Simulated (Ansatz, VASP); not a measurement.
**Ta32H (interstitial H in bcc Ta, hop from a tetrahedral to the next tetrahedral site): VASP beside Ansatz**

Wanted: the spread between two codes on one cell, functional and k mesh. Of the first pair: The structure shown is the start of the Ansatz relaxation below; VASP solves that cell, so the two are compared at the walk's first step.

Main program and level: Ansatz 0.2.0; plane waves, with VASP 6.6.1 beside it; single point at PBE.

**1. The starting structure**

The cell holds 33 atoms: 32 Ta and 1 H. Cell: a = 9.392 Å, b = 9.392 Å, c = 9.392 Å, α = 60.0°, β = 60.0°, γ = 60.0°. It derives from Ta (Ta (Im-3m)). Nearest the centre at fractional (0.312, 0.438, 0.562): H33 at 1.17 Å, Ta7 at 1.86 Å, Ta14 at 1.86 Å, Ta4 at 1.86 Å, Ta29 at 1.86 Å, Ta8 at 2.99 Å, Ta13 at 2.99 Å, Ta22 at 2.99 Å.

**2. Ansatz: relaxation, PBE**

Ansatz runs on its default PAW (the set named soft_2) files.

The two programs are compared at the cell with which this relaxation starts, whose forces are those of its first step.

File input.yaml:

```yaml
relax:
  f_tol: 0.02
  max_steps: 80
  escape_saddle: false
crystal:
  lattice:
    - [0.0, 6.64119614, 6.64119614]
    - [6.64119614, 0.0, 6.64119614]
    - [6.64119614, 6.64119614, 0.0]
  atoms:
    - { symbol: Ta, position: [0.0, 0.0, 0.0] }
    - { symbol: Ta, position: [0.125, 0.125, 0.125] }
    - { symbol: Ta, position: [0.25, 0.25, 0.25] }
    - { symbol: Ta, position: [0.375, 0.375, 0.375] }
    - { symbol: Ta, position: [0.0, 0.0, 0.5] }
    - { symbol: Ta, position: [0.125, 0.125, 0.625] }
    - { symbol: Ta, position: [0.25, 0.25, 0.75] }
    - { symbol: Ta, position: [0.375, 0.375, 0.875] }
    - { symbol: Ta, position: [0.0, 0.5, 0.0] }
    - { symbol: Ta, position: [0.125, 0.625, 0.125] }
    - { symbol: Ta, position: [0.25, 0.75, 0.25] }
    - { symbol: Ta, position: [0.375, 0.875, 0.375] }
    - { symbol: Ta, position: [0.0, 0.5, 0.5] }
    - { symbol: Ta, position: [0.125, 0.625, 0.625] }
    - { symbol: Ta, position: [0.25, 0.75, 0.75] }
    - { symbol: Ta, position: [0.375, 0.875, 0.875] }
    - { symbol: Ta, position: [0.5, 0.0, 0.0] }
    - { symbol: Ta, position: [0.625, 0.125, 0.125] }
    - { symbol: Ta, position: [0.75, 0.25, 0.25] }
    - { symbol: Ta, position: [0.875, 0.375, 0.375] }
    - { symbol: Ta, position: [0.5, 0.0, 0.5] }
    - { symbol: Ta, position: [0.625, 0.125, 0.625] }
    - { symbol: Ta, position: [0.75, 0.25, 0.75] }
    - { symbol: Ta, position: [0.875, 0.375, 0.875] }
    - { symbol: Ta, position: [0.5, 0.5, 0.0] }
    - { symbol: Ta, position: [0.625, 0.625, 0.125] }
    - { symbol: Ta, position: [0.75, 0.75, 0.25] }
    - { symbol: Ta, position: [0.875, 0.875, 0.375] }
    - { symbol: Ta, position: [0.5, 0.5, 0.5] }
    - { symbol: Ta, position: [0.625, 0.625, 0.625] }
    - { symbol: Ta, position: [0.75, 0.75, 0.75] }
    - { symbol: Ta, position: [0.875, 0.875, 0.875] }
    - { symbol: H, position: [0.1875, 0.4375, 0.5625] }
basis:
  ecutwfc: 420
  xc_grid: 2
hamiltonian:
  xc: pbe
kpoints:
  mp_grid: { grid: [4, 4, 4] }
scf:
  occupations: { method: fermi_dirac, width: 0.05 }
  max_iter: 120
output:
  forces: true
checkpoint:
  write: "../end.run"
  compress: false
  write_wavefunctions: true
  write_every: 100000
```

Command:

```
ansatz run input.yaml --threads 4 --pin off --max-ram 14131MiB --backend cpu --events-out ev --progress --plain --runs-dir out
```

Numbers of over 12 decimals in the logs are rounded to 6 here.

Output:

```text
Engine: ansatz 0.2.0, aarch64-unknown-linux-gnu
Pseudopotentials: kind: paw
Pseudopotential: Ta, paw, valence charge 13, recommended cutoff 420 eV (normal), Ta.paw.azcp
Pseudopotential: H, paw, valence charge 1, recommended cutoff 420 eV (normal), H.paw.azcp
Functional definition: PBE
  parameter kappa = 0.804
  parameter beta = 0.066725
  exchange = pbe_x(kappa = kappa, mu = beta*pi^2/3)
  correlation = pbe_c(beta = beta)
Crystal: 33 atoms, lattice volume = 585.826 Å³
Basis set: ecut = 420 eV, 11575 PW (Γ), exchange–correlation on 128×128×128 points (8 copies of the dense FFT grid, shifted against one another)
Bands: 251, of which v1, the nominal top of the filled ones, is band 209 counted from 1 (208 counted from 0)
Symmetry: 8 space group operations
Space group: I-42m (ITA 121), of the structure as read, at distance tolerance 8.4e-5 Å
k-points: 13 of 64 (time reversal used)
Non-local potential: Ta, projectors of the file, l = 0: 3, l = 1: 2, l = 2: 2, l = 3: 1
Non-local potential: H, projectors of the file, l = 0: 2, l = 1: 1
PAW form: soft (Blöchl's): semilocal exchange-correlation on the pseudo side does not see the compensation charge
PAW one-centre angular grid: Ta, 590 points (default); XC on 64 Gauss nodes
PAW one-centre angular grid: H, 110 points (default); XC on 64 Gauss nodes
Initial density: superposition of atomic densities (neutral atoms: chi_scale 0, normalization atom), corrected by the library's trained network
Initial wavefunctions: pseudopotential atomic-orbital guess
Functional: x = pbe(κ = 0.804, μ = 0.219515), c = pbe(β = 0.066725)
SCF iter   1: F=—  HF=-317848.324845 eV  |F-HF|=—  |Δ(HF+E_count)|=         —  Δρ=2.86e-3  dr2=1.34e-1  ethr=1.77e-3  ⟨swp⟩=6.6  Hψ=12928  notcnv=0  defer=162
preconditioner: auto → Kerker (q_TF=auto, 2.578 Å⁻¹)  [metal: Δε(μ)=0.017 eV  Ē_g=4.170 eV  σ=0.050 eV  W_gap=0.09  n_scr=168 (ndim 8)  ℏωp=19.5 eV  f_vac=0.000  D(μ)=36.21/eV (n_scr^D=338)]
SCF iter   2: F=—  HF=-317848.312990 eV  |F-HF|=—  |Δ(HF+E_count)|=   1.19e-2  Δρ=1.49e-3  dr2=1.18e-2  ethr=3.21e-5  ⟨swp⟩=1.9  Hψ=4153  notcnv=0  defer=232
SCF iter   3: F=—  HF=-317848.314352 eV  |F-HF|=—  |Δ(HF+E_count)|=   1.36e-3  Δρ=6.19e-4  dr2=2.53e-3  ethr=2.82e-6  ⟨swp⟩=2.0  Hψ=3428  notcnv=0  defer=232
SCF iter   4: F=—  HF=-317848.315424 eV  |F-HF|=—  |Δ(HF+E_count)|=   1.07e-3  Δρ=1.08e-4  dr2=1.50e-4  ethr=6.07e-7  ⟨swp⟩=2.0  Hψ=3855  notcnv=0  defer=232
iter 5 did not close the SCF: its close was put off for the readings that it lacked (scf_convergence_deferred on its scf_iter line)
SCF iter   5: F=-317848.315413 eV  HF=-317848.315414 eV  |F-HF|=1.39e-6  |Δ(HF+E_count)|=   1.01e-5  Δρ=4.05e-5  dr2=7.16e-6  ethr=3.59e-8  ⟨swp⟩=2.0  Hψ=4033  notcnv=0  defer=232
SCF iter   6: F=-317848.315416 eV  HF=-317848.315416 eV  |F-HF|=7.17e-7  |Δ(HF+E_count)|=   2.15e-6  Δρ=8.28e-6  dr2=9.04e-7  ethr=1.72e-9  ⟨swp⟩=2.0  Hψ=9926  notcnv=0
SCF 1 converged in 6 iterations: F = -317848.315416 eV  dr2 = 9.04e-7
  greatest PAW one-centre occupation: 0.999 electrons in one spin orbital (limit 2), on the Ta atom at site 13 (counted from 0), in its partial waves of l = 0
relax step   1: F+E_penalty+E_count = -317848.31541554 eV  Δ(F+E_penalty+E_count) = +0.000e0 eV  max|allowed force component| = 1.028e0 eV/Å  Δτ_max = 0.0000 Å  (6 SCF iters, dr2 threshold 1.00e-5 eV, accepted)
Initial density: handed on by an earlier stage of this run
Initial wavefunctions: those handed on with the density
iter 1 solved again at ethr=1.45e-3 eV; its pass at ethr=3.10e-3 eV (dr2=6.06e0 eV) is discarded
SCF iter   1: F=—  HF=-317848.704019 eV  |F-HF|=—  |Δ(HF+E_count)|=         —  Δρ=1.21e-2  dr2=5.66e0  ethr=1.45e-3  ⟨swp⟩=1.0  Hψ=12492  notcnv=0  defer=255
preconditioner: auto → Kerker (q_TF=auto, 2.578 Å⁻¹)  [metal: Δε(μ)=0.002 eV  Ē_g=4.176 eV  σ=0.050 eV  W_gap=0.01  n_scr=168 (ndim 8)  ℏωp=19.5 eV  f_vac=0.000  D(μ)=37.46/eV (n_scr^D=386)]
SCF iter   2: F=—  HF=-317848.307347 eV  |F-HF|=—  |Δ(HF+E_count)|=   3.97e-1  Δρ=5.04e-3  dr2=5.77e-1  ethr=1.36e-3  ⟨swp⟩=2.3  Hψ=3385  notcnv=0  defer=258
SCF iter   3: F=—  HF=-317848.231387 eV  |F-HF|=—  |Δ(HF+E_count)|=   7.60e-2  Δρ=2.08e-3  dr2=1.10e-1  ethr=1.38e-4  ⟨swp⟩=2.4  Hψ=5068  notcnv=0  defer=293
SCF iter   4: F=—  HF=-317848.212475 eV  |F-HF|=—  |Δ(HF+E_count)|=   1.89e-2  Δρ=4.82e-4  dr2=2.82e-3  ethr=2.63e-5  ⟨swp⟩=2.0  Hψ=4029  notcnv=0  defer=293
SCF iter   5: F=—  HF=-317848.213104 eV  |F-HF|=—  |Δ(HF+E_count)|=   6.29e-4  Δρ=2.20e-4  dr2=3.42e-4  ethr=6.77e-7  ⟨swp⟩=2.0  Hψ=4327  notcnv=0  defer=293
SCF iter   6: F=-317848.213045 eV  HF=-317848.213069 eV  |F-HF|=2.39e-5  |Δ(HF+E_count)|=   3.50e-5  Δρ=5.21e-5  dr2=3.22e-5  ethr=1.59e-8  ⟨swp⟩=3.0  Hψ=10773  notcnv=0
SCF 2 converged in 6 iterations: F = -317848.213045 eV  dr2 = 3.22e-5
[...]
k-point 2: bands = [... 205 lower, 18.2773, 18.2858, 18.2914, 18.2967, 18.3095, 18.3120, 18.3154, 18.4890, ... 38 higher]
  k-point 12: bands = [... 205 lower, 17.8724, 18.1219, 18.1645, 18.2970, 18.2970, 18.4283, 18.5745, 18.5777, ... 38 higher]
--- Relaxed structure (5 steps of the walk, 4 accepted, 0 SCFs on fresh bases) ---
  F+E_penalty+E_count = -317848.47172742 eV   max|allowed force component| = 2.061e-3 eV/Å
  atoms:
    - { symbol: Ta, position: [-0.000121985, -0.000451259, 0.000451259] }
    - { symbol: Ta, position: [0.125456, 0.124016, 0.126386] }
    - { symbol: Ta, position: [0.250601, 0.249694, 0.249870] }
    - { symbol: Ta, position: [0.381829, 0.373382, 0.368171] }
    - { symbol: Ta, position: [-0.000858042, 0.00138636, 0.500456] }
    - { symbol: Ta, position: [0.124105, 0.123568, 0.625895] }
    - { symbol: Ta, position: [0.251618, 0.243171, 0.756829] }
    - { symbol: Ta, position: [0.375306, 0.374399, 0.875130] }
    - { symbol: Ta, position: [-0.000306489, 0.500601, -0.000163931] }
    - { symbol: Ta, position: [0.124399, 0.625306, 0.125164] }
    - { symbol: Ta, position: [0.250895, 0.751432, 0.248568] }
    - { symbol: Ta, position: [0.375122, 0.875451, 0.374878] }
    - { symbol: Ta, position: [-0.00682944, 0.501618, 0.498382] }
    - { symbol: Ta, position: [0.123382, 0.631829, 0.626618] }
    - { symbol: Ta, position: [0.249544, 0.750984, 0.750858] }
    - { symbol: Ta, position: [0.375858, 0.873614, 0.875984] }
    - { symbol: Ta, position: [0.499980, 2.8992153631668405e-5, -2.8992153631668405e-5] }
    - { symbol: Ta, position: [0.624971, 0.125020, 0.125029] }
    - { symbol: Ta, position: [0.751386, 0.249142, 0.249016] }
    - { symbol: Ta, position: [0.874016, 0.375456, 0.374142] }
    - { symbol: Ta, position: [0.500130, 0.000163931, 0.499399] }
    - { symbol: Ta, position: [0.624836, 0.124870, 0.625601] }
    - { symbol: Ta, position: [0.749549, 0.249878, 0.750122] }
    - { symbol: Ta, position: [0.873568, 0.374105, 0.876432] }
    - { symbol: Ta, position: [0.500984, 0.499544, -0.00138636] }
    - { symbol: Ta, position: [0.625451, 0.625122, 0.124549] }
    - { symbol: Ta, position: [0.750029, 0.749980, 0.250020] }
    - { symbol: Ta, position: [0.874870, 0.874836, 0.374694] }
    - { symbol: Ta, position: [0.501432, 0.500895, 0.499105] }
    - { symbol: Ta, position: [0.623614, 0.625858, 0.624544] }
    - { symbol: Ta, position: [0.750164, 0.750130, 0.750306] }
    - { symbol: Ta, position: [0.875020, 0.874971, 0.874980] }
    - { symbol: H, position: [0.187500, 0.437500, 0.5625] }
```

Reading the cycles: dr2 is the Hartree energy of the density residual (eV), the measure of convergence; HF is the Harris–Foulkes estimate of the energy, which meets the free energy F at convergence.

**3. VASP: single point, PBE, start cell, pair 1**

The same cell, functional, mesh and smearing now go to VASP, with its own data sets.

Lines of VASP's logs that name or quote its potential files are left out, and so is its time.

File INCAR:

```
SYSTEM = Ta32H
PREC = Accurate
ENCUT = 400
EDIFF = 1E-06
NELM = 120
ISMEAR = -1
SIGMA = 0.05
LREAL = Auto
ALGO = Normal
GGA = PE
NBANDS = 204
LASPH = .TRUE.
LORBIT = 11
LWAVE = .FALSE.
LCHARG = .FALSE.
ISIF = 2
GGA_COMPAT = .FALSE.
KPAR = 4
```

File POSCAR:

```
Ta32H
1.0
    0.0000000000      6.6411961435      6.6411961435
    6.6411961435      0.0000000000      6.6411961435
    6.6411961435      6.6411961435      0.0000000000
Ta H
32 1
Direct
    0.0000000404      0.0000000296      0.9999999488
    0.1250000322      0.1250000268      0.1249999515
    0.2500000322      0.2500000322      0.2499999516
    0.3750000296      0.3750000296      0.3749999542
    0.0000000350      0.0000000296      0.4999999488
    0.1250000322      0.1250000323      0.6249999516
    0.2500000322      0.2500000322      0.7499999462
    0.3750000296      0.3750000296      0.8749999488
    0.0000000377      0.5000000268      0.9999999462
    0.1250000349      0.6250000242      0.1249999542
    0.2500000350      0.7500000242      0.2499999542
    0.3750000268      0.8750000268      0.3749999570
    0.0000000377      0.5000000268      0.4999999516
    0.1250000350      0.6250000242      0.6249999488
    0.2500000350      0.7500000296      0.7499999488
    0.3750000322      0.8750000268      0.8749999516
    0.5000000322      0.0000000323      0.9999999462
    0.6250000296      0.1250000296      0.1249999542
    0.7500000350      0.2500000296      0.2499999488
    0.8750000322      0.3750000268      0.3749999516
    0.5000000322      0.0000000323      0.4999999516
    0.6250000296      0.1250000296      0.6249999488
    0.7500000350      0.2500000350      0.7499999434
    0.8750000376      0.3750000268      0.8749999462
    0.5000000350      0.5000000296      0.9999999488
    0.6250000322      0.6250000214      0.1249999515
    0.7500000376      0.7500000268      0.2499999516
    0.8750000350      0.8750000242      0.3749999542
    0.5000000296      0.5000000296      0.4999999488
    0.6250000322      0.6250000268      0.6249999516
    0.7500000376      0.7500000268      0.7499999462
    0.8750000350      0.8750000242      0.8749999488
    0.1875000336      0.4375000282      0.5624999502
```

File KPOINTS:

```
Automatic mesh
0
Gamma
4 4 4
0 0 0
```

PAW data sets: Ta_pv and H (PBE family, release 64).

Command:

```
mpirun -np 4 vasp_std
```

Output:

```text
[banner, memory and clock lines left out]
running    4 mpi-ranks, on    1 nodes
[...]
LDA part: xc-table for (Slater+PW92), standard interpolation
 POSCAR, INCAR and KPOINTS ok, starting setup
[...]
entering main loop
       N       E                     dE             d eps       ncg     rms          rms(c)
DAV:   1     0.357728776903E+04    0.35773E+04   -0.16834E+05  5400   0.150E+03
DAV:   2    -0.159891333583E+03   -0.37372E+04   -0.36396E+04  5564   0.497E+02
DAV:   3    -0.386379073980E+03   -0.22649E+03   -0.21195E+03  6684   0.101E+02
DAV:   4    -0.397111445872E+03   -0.10732E+02   -0.10056E+02  6288   0.172E+01
[...]
DAV:  15    -0.381782528209E+03    0.13390E-04   -0.33226E-05  6648   0.244E-02    0.589E-03
DAV:  16    -0.381782525073E+03    0.31361E-05   -0.27939E-06  3688   0.558E-03    0.256E-03
DAV:  17    -0.381782525537E+03   -0.46393E-06   -0.51235E-07  3192   0.241E-03
   1 F= -.38178253E+03 E0= -.38162770E+03  d E =-.309655E+00
```

OUTCAR, selected parts (step 3):

```text
  Total        3.7695407      3.7695407      3.3820924      0.0000000     -0.0000000      0.0000000
  in kB       10.3093219     10.3093219      9.2496890      0.0000000     -0.0000000      0.0000000
  external PRESSURE =       9.9561109 kB  Pullay stress =       0.0000000 kB

 POSITION                                       TOTAL-FORCE (eV/Angst)
 -----------------------------------------------------------------------------------
      6.64120      6.64120      0.00000        -0.000000      0.005413     -0.020682
      1.66030      1.66030      1.66030        -0.005783      0.020631     -0.004750
      3.32060      3.32060      3.32060        -0.054794      0.007356      0.003618
      4.98090      4.98090      4.98090        -1.043157     -0.000000      0.559112
      3.32060      3.32060      0.00000         0.020631      0.005783      0.004750
      4.98090      4.98090      1.66030        -0.099599     -0.000000     -0.194650
      6.64120      6.64120      3.32060        -0.000000      1.043157     -0.559112
      8.30150      8.30150      4.98090        -0.007356      0.054794     -0.003618
      9.96179      6.64120      3.32060         0.054794     -0.007356      0.003618
      4.98090      1.66030      4.98090         0.007356     -0.054794     -0.003618
      6.64120      3.32060      6.64120        -0.000000     -0.099599      0.194650
      8.30150      4.98090      8.30150         0.005413     -0.000000      0.020682
      6.64120      3.32060      3.32060        -0.000000     -1.043157     -0.559112
      8.30150      4.98090      4.98090         1.043157     -0.000000      0.559112
[...]
-----------------------------------------------------------------------------------
    total drift:                                0.000212      0.000211     -0.000004

  FREE ENERGIE OF THE ION-ELECTRON SYSTEM (eV)
  ---------------------------------------------------
  free  energy   TOTEN  =      -381.7825255373 eV

  energy  without entropy=     -381.4728706709  energy(sigma->0) =     -381.62769810

[... 2 further parts left out ...]
[key lines of the parts left out:]
E-fermi :   5.3730
```

The run ends at a pressure of 1.00 GPa, with forces up to 1.2 eV/Å.

**4. Side by side**

Known differences besides the potentials themselves: the data sets hold 417 valence electrons in Ansatz (on its default PAW (the set named soft_2) files) and 353 in VASP; the cutoff is 420 eV in Ansatz and 400 eV in VASP (PREC = Accurate, projectors in real space). Total energies have different zeros and are not compared.

Forces on 7 of the 33 atoms, those with the largest forces and the largest differences (eV/Å; atoms numbered as in POSCAR):

```
atom         Ansatz x, y, z           VASP x, y, z
 Ta4   -1.028, 0.000, 0.551   -1.043, 0.000, 0.559
 Ta6  -0.099, 0.000, -0.194  -0.100, 0.000, -0.195
 Ta7   0.000, 1.028, -0.551   0.000, 1.043, -0.559
Ta11   0.000, -0.099, 0.194   0.000, -0.100, 0.195
Ta13  0.000, -1.028, -0.551  0.000, -1.043, -0.559
Ta14    1.028, 0.000, 0.551    1.043, 0.000, 0.559
Ta29    0.000, 0.099, 0.194    0.000, 0.100, 0.195
```

The forces differ by 3.4 meV/Å r.m.s., which is 1.4 % of the r.m.s. force of 0.243 eV/Å (both taken over all components).

(Continued in part 2 of 2.)

[Lines on the potential files, build, host, timing and source positions are cut from VASP's logs without a mark.]

[Logs are printed without paths, hosts, clocks, repeated set-up lines and the standing remarks that a program may print on its own settings, such as how far it seeks lower states.]

[Hosts, paths, dates, database ids (printed as entryN), source tags and the programs' standing remarks are cut or masked in the printed files.]
